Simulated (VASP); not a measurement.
# SiCl5 in VASP: further runs, part 2 of 2

VASP 6.6.1.

### Step 3. Relaxation of cell and atoms, PBE

This run uses another cell than the first one, of 27.56 Å³/atom, 0.990 times its volume.

Contents of INCAR:

```
PREC = Normal
ENCUT = 520
EDIFF = 1E-4
ISMEAR = 0
SIGMA = 0.15
LREAL = F
LASPH = T
NELM = 60
ALGO = Fast
ISIF = 3
LWAVE = F
LCHARG = F
GGA = PE
IBRION = 2
NSW = 24
EDIFFG = -0.08
```

Contents of KPOINTS:

```
regular mesh
0
Gamma
  4 4 4
```

Contents of POSCAR:

```
SiCl5
1.0
   -4.1399869700      4.1399869700      2.4118193000
    4.1399869700     -4.1399869700      2.4118193000
    4.1399869700      4.1399869700     -2.4118193000
Si Cl
1 5
Direct
    0.0000000000      0.0000000000      0.0000000000
    0.0000000000      0.7291125400      0.7291125400
    0.0000000000      0.2708874600      0.2708874600
    0.2708874600      0.0000000000      0.2708874600
    0.7291125400      0.0000000000      0.7291125400
    0.5000000000      0.5000000000      0.0000000000
```

Potentials or basis: VASP PAW PBE potentials, release 64 (Si, Cl).

Started as:

```bash
cat potpaw_PBE.64/Si/POTCAR potpaw_PBE.64/Cl/POTCAR > POTCAR
mpirun -np 1 vasp_std > vasp.out
```

OUTCAR:

```text
PREC = Normal
   ENCUT = 520
   EDIFF = 1E-4
   ISMEAR = 0
   LREAL = F
   LASPH = T
   NELM = 60
   ISIF = 3
   GGA = PE
   IBRION = 2
   NSW = 24
   EDIFFG = -0.08

 ion  position               nearest neighbor table
   1  0.000  0.000  0.000-   2 2.24   3 2.24   4 2.24   5 2.24   6 2.41   6 2.41
   2  0.000  0.729  0.729-   1 2.24
   3  0.000  0.271  0.271-   1 2.24
   4  0.271  0.000  0.271-   1 2.24
   5  0.729  0.000  0.729-   1 2.24
   6  0.500  0.500  0.000-   1 2.41   1 2.41

  LATTYP: Found a body centered tetragonal cell.
 ALAT       =     8.2799739400
 C/A-ratio  =     0.5825668818

  Lattice vectors:

 A1 = (  -4.1399869700,   4.1399869700,   2.4118193000)
 A2 = (   4.1399869700,  -4.1399869700,   2.4118193000)
 A3 = (   4.1399869700,   4.1399869700,  -2.4118193000)

Analysis of symmetry for initial positions (statically):
=====================================================================
 Subroutine PRICEL returns:
 Original cell was already a primitive cell.

 Routine SETGRP: Setting up the symmetry group for a
 body centered tetragonal supercell.

 Subroutine GETGRP returns: Found 16 space group operations
 (whereof 16 operations were pure point group operations)
 out of a pool of 16 trial point group operations.

The static configuration has the point symmetry D_4h.

Analysis of symmetry for dynamics (positions and initial velocities):
=====================================================================
 Subroutine PRICEL returns:
 Original cell was already a primitive cell.

 Routine SETGRP: Setting up the symmetry group for a
 body centered tetragonal supercell.

 Subroutine GETGRP returns: Found 16 space group operations
 (whereof 16 operations were pure point group operations)
 out of a pool of 16 trial point group operations.

The dynamic configuration has the point symmetry D_4h.

 Subroutine INISYM returns: Found 16 space group operations
 (whereof 16 operations are pure point group operations),
 and found     1 'primitive' translations

[... 115 lines left out ...]
   GGA     = PE    functional components
   LHFCALC =     F    Hartree Fock is set to
   AEXX    =    0.0000 exact exchange contribution
   IVDW    =     0    specifies the selected vdW correction
   LEPSILON=     F    determine dielectric tensor
   LRPA    =     F    only Hartree local field effects (RPA)
 conjugate gradient relaxation of ions
 non-spin polarized calculation
 RMM-DIIS sequential band-by-band and
 Gauss-broadening in eV      SIGMA  =   0.15
  energy-cutoff  :      520.00
  volume of cell :      165.35
 maximum number of plane-waves:      4472
   NGX = 23   NGY = 23   NGZ = 23

--------------------------------------- Ionic step        1  -------------------------------------------

 number of electron      38.9999980 magnetization

 Free energy of the ion-electron system (eV)
  ---------------------------------------------------
  ext. energy  EPLUGINS =         0.00000000
  ---------------------------------------------------
  free energy    TOTEN  =       -18.16382602 eV

  energy without entropy =      -18.09036859  energy(sigma->0) =      -18.12709730

------------------------ aborting loop because EDIFF is reached ----------------------------------------

  FORCE on cell =-STRESS in cart. coord.  units (eV):
  Direction    XX          YY          ZZ          XY          YZ          ZX
  --------------------------------------------------------------------------------------
  -------------------------------------------------------------------------------------
  Total       -4.6705328     -4.6705328     -0.4696666      0.0000000     -0.0000000      0.0000000
  in kB      -45.2558055    -45.2558055     -4.5509027      0.0000000     -0.0000000      0.0000000
  external PRESSURE =     -31.6875046 kB  Pullay stress =       0.0000000 kB
[... 107 lines left out ...]
--------------------------------------- Ionic step        4  -------------------------------------------

 number of electron      39.0000009 magnetization

 E-fermi :   0.0421     XC(G=0):  -8.0529

 val. band max:        0.0235527094   @ k =  -0.2500  -0.2500   0.2500
 cond. band min:       0.1024956861   @ k =   0.2500   0.2500   0.2500
 fundamental gap:      0.0789429767
 Fermi energy:         0.0421182756

 k-point     1 :       0.0000    0.0000    0.0000
  band No.  band energies     occupation
      1     -15.3789      2.00000
      2     -13.8883      2.00000
      3     -13.8883      2.00000
      4     -13.3817      2.00000
      5     -13.1528      2.00000
      6      -6.6195      2.00000
[... 446 lines left out ...]
--------------------------------------- Ionic step        7  -------------------------------------------

 number of electron      39.0000024 magnetization

 Free energy of the ion-electron system (eV)
  ---------------------------------------------------
  ext. energy  EPLUGINS =         0.00000000
  ---------------------------------------------------
  free energy    TOTEN  =       -18.42077699 eV

  energy without entropy =      -18.34259726  energy(sigma->0) =      -18.38168712

 E-fermi :  -0.2677     XC(G=0):  -7.8747

 val. band max:       -0.2973915070   @ k =  -0.2500  -0.2500   0.2500
 cond. band min:      -0.2260513973   @ k =   0.2500   0.2500   0.2500
 fundamental gap:      0.0713401097
 Fermi energy:        -0.2676872640

 k-point     1 :       0.0000    0.0000    0.0000
  band No.  band energies     occupation
      1     -15.5907      2.00000
      2     -14.2108      2.00000
      3     -14.2108      2.00000
      4     -13.5339      2.00000
      5     -13.4772      2.00000
      6      -6.9359      2.00000
[... 360 lines left out ...]
  FREE ENERGIE OF THE ION-ELECTRON SYSTEM (eV)
  ---------------------------------------------------
  free  energy   TOTEN  =       -18.4207769882 eV

  energy  without entropy=      -18.3425972585  energy(sigma->0) =      -18.38168712

 reached required accuracy - stopping structural energy minimisation
```

OSZICAR:

```text
N       E                     dE             d eps       ncg     rms          rms(c)
DAV:   1     0.287738105028E+03    0.28774E+03   -0.16965E+04   598   0.141E+03
DAV:   2     0.505617080806E+01   -0.28268E+03   -0.27975E+03   870   0.258E+02
DAV:   3    -0.183358600777E+02   -0.23392E+02   -0.23249E+02   654   0.877E+01
[... 54 lines left out ...]
DAV:   1    -0.184249659179E+02   -0.43040E-02   -0.18462E-01   724   0.243E+00    0.434E-01
RMM:   2    -0.184217387642E+02    0.32272E-02   -0.10342E-02   598   0.608E-01    0.185E-01
RMM:   3    -0.184211608724E+02    0.57789E-03   -0.31713E-03   598   0.304E-01    0.134E-01
RMM:   4    -0.184207648362E+02    0.39604E-03   -0.13958E-03   591   0.193E-01    0.788E-02
RMM:   5    -0.184207769882E+02   -0.12152E-04   -0.19291E-04   346   0.819E-02
   7 F= -.18420777E+02 E0= -.18381687E+02  d E =-.198398E-01
```

CONTCAR:

```text
SiCl5
   1.00000000000000
    -4.0548784406407066    4.0548784406407066    2.4672259700321661
     4.0548784406407066   -4.0548784406407066    2.4672259700321661
     4.0548784406407066    4.0548784406407066   -2.4672259700321661
  Si              Cl
     1     5
Direct
     0.0000000000000000    0.0000000000000000    0.0000000000000000
     0.0000000000000000    0.7368977998827164    0.7368977998827164
     0.0000000000000000    0.2631022001172835    0.2631022001172835
     0.2631022001172835    0.0000000000000000    0.2631022001172835
     0.7368977998827164    0.0000000000000000    0.7368977998827164
     0.5000000000000000    0.5000000000000000    0.0000000000000000

  0.00000000E+00  0.00000000E+00  0.00000000E+00
  0.00000000E+00  0.00000000E+00  0.00000000E+00
  0.00000000E+00  0.00000000E+00  0.00000000E+00
  0.00000000E+00  0.00000000E+00  0.00000000E+00
  0.00000000E+00  0.00000000E+00  0.00000000E+00
  0.00000000E+00  0.00000000E+00  0.00000000E+00
```

It took 48 s on 1 thread of Intel Xeon 6975P-C (Granite Rapids), shared host; peak memory 0.22 GiB.

What came out:

```
Free energy                            : -18.4208 eV
Relaxed volume                         : 27.04 Å³/atom
Relaxed cell                           : a = 6.243 Å, b = 6.243 Å, c = 6.243 Å, α = 98.99°, β = 98.99°, γ = 133.44°
Space group after relaxing (to 0.05 Å) : I4/mmm (No. 139)
Energy gained by relaxing              : 42.8 meV/atom
Ionic steps                            : 7
Pressure after relaxing                : 0.1 GPa
Largest force after relaxing           : 0.029 eV/Å
Band gap on the k mesh                 : none (metal or under the smearing width)
```

Forces on the atoms (eV/Å):
```
Si   0.000  0.000  0.000
Cl   0.029  0.000  0.000
Cl  -0.029  0.000  0.000
Cl   0.000 -0.029  0.000
Cl   0.000  0.029  0.000
Cl   0.000  0.000  0.000
```

Step by step:
| step | energy change (eV) | largest force (eV/Å) | pressure (GPa) | volume (Å³) |
| --- | --- | --- | --- | --- |
| 1 | 0.0000 | 1.2061 | -3.17 | 165.35 |
| 2 | -0.1843 | 0.5167 | 2.69 | 152.59 |
| 3 | -0.2371 | 0.1361 | 0.47 | 156.38 |
| 4 | -0.2371 | 0.1140 | 0.56 | 156.20 |
| 5 | -0.2467 | 0.1116 | 0.51 | 157.88 |
| 6 | -0.2568 | 0.0319 | 0.13 | 162.97 |
| 7 | -0.2570 | 0.0290 | 0.15 | 162.26 |

Final structure:
```cif
data_structure
_symmetry_space_group_name_H-M 'P 1'
_symmetry_Int_Tables_number 1
_cell_length_a 6.2427
_cell_length_b 6.2427
_cell_length_c 6.2427
_cell_angle_alpha 98.986
_cell_angle_beta 98.986
_cell_angle_gamma 133.441
_cell_volume 162.26
loop_
_atom_site_label
_atom_site_type_symbol
_atom_site_fract_x
_atom_site_fract_y
_atom_site_fract_z
_atom_site_occupancy
Si1 Si 0.00000 0.00000 0.00000 1
Cl1 Cl 0.00000 0.73690 0.73690 1
Cl2 Cl 0.00000 0.26310 0.26310 1
Cl3 Cl 0.26310 0.00000 0.26310 1
Cl4 Cl 0.73690 0.00000 0.73690 1
Cl5 Cl 0.50000 0.50000 0.00000 1
```

Levels at points of the mesh, in eV from the Fermi level:
```
           k point  band 17  band 18  band 19  band 20  band 21  band 22  band 23
(0.00, 0.00, 0.00)    -0.59    -0.59    -0.33     0.23     2.59     7.17     8.76
(0.50, 0.00, 0.00)    -0.78    -0.28    -0.08     0.10     3.82     4.66     7.41
(0.50, 0.50, 0.00)    -0.87    -0.67    -0.55    -0.14     3.42     7.21     7.78
(0.50, 0.50, 0.50)    -0.83    -0.83    -0.51    -0.41     3.15     7.50     8.56
```

Caveat: the k mesh is coarse (spacing up to 0.38 Å⁻¹), so the values aren't converged; an odd number of electrons without spin polarisation forces a metal; a magnetic or distorted state may lie lower; the relaxation stopped at a loose force limit of 0.08 eV/Å, so its end isn't a converged minimum.
